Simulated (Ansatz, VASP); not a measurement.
**NbB2: VASP beside Ansatz**

Contents of INCAR:

```
SYSTEM = NbB2
PREC = Accurate
ENCUT = 520
EDIFF = 1E-6
ISMEAR = -1
SIGMA = 0.1
LREAL = .FALSE.
LASPH = .TRUE.
NELM = 60
ALGO = Normal
ISIF = 2
LWAVE = .FALSE.
LCHARG = .TRUE.
GGA = CA
LELF = .TRUE.
LVHAR = .TRUE.
NBANDS = 16
```

The input KPOINTS:

```
Automatic mesh
0
G
  11 11 9
  0 0 0
```

Contents of POSCAR:

```
NbB2
1.0
    3.0301324813      0.0000000000      0.0000000000
   -1.5150662407      2.6241713168      0.0000000000
    0.0000000000      0.0000000000      3.2461497029
Nb B
1 2
Direct
    0.0000000000      0.0000000000      0.0000000000
    0.3333333333      0.6666666667      0.5000000000
    0.6666666667      0.3333333333      0.5000000000
```

Input for Ansatz:

```yaml
crystal:
  lattice:
    - [3.03013248132789, 0.0, 0.0]
    - [-1.515066240663945, 2.624171316753978, 0.0]
    - [0.0, 0.0, 3.246149702939081]
  atoms:
    - { symbol: Nb, position: [0.0, 0.0, 0.0] }
    - { symbol: B, position: [0.3333333333333333, 0.6666666666666666, 0.5] }
    - { symbol: B, position: [0.6666666666666666, 0.3333333333333333, 0.5] }
basis:
  ecutwfc: 500.0
kpoints:
  mp_grid:
    grid: [11, 11, 9]
hamiltonian:
  xc: lda
scf:
  occupations:
    method: fermi_dirac
    width: 0.1
output:
  stress: true
```

Alike in both runs: task single point; functional LDA; k mesh 11 × 11 × 9; occupations fermi-dirac, width 0.1 eV; no spin polarisation.

|  | VASP | Ansatz |
| --- | --- | --- |
| version | VASP 6.6.1 | Ansatz 0.2.0 |
| potentials or method | VASP PAW LDA potentials, release 64 (Nb_sv, B) | plane waves, PAW |
| plane-wave cutoff (eV) | 520 | 500 |
| valence electrons in the cell | 19 | 19 |

```tsv
	VASP	Ansatz	Ansatz less VASP
pressure (GPa)	13.0	12.9	-0.08
largest component of the traceless stress (GPa)	1.65	1.50	-0.151
```
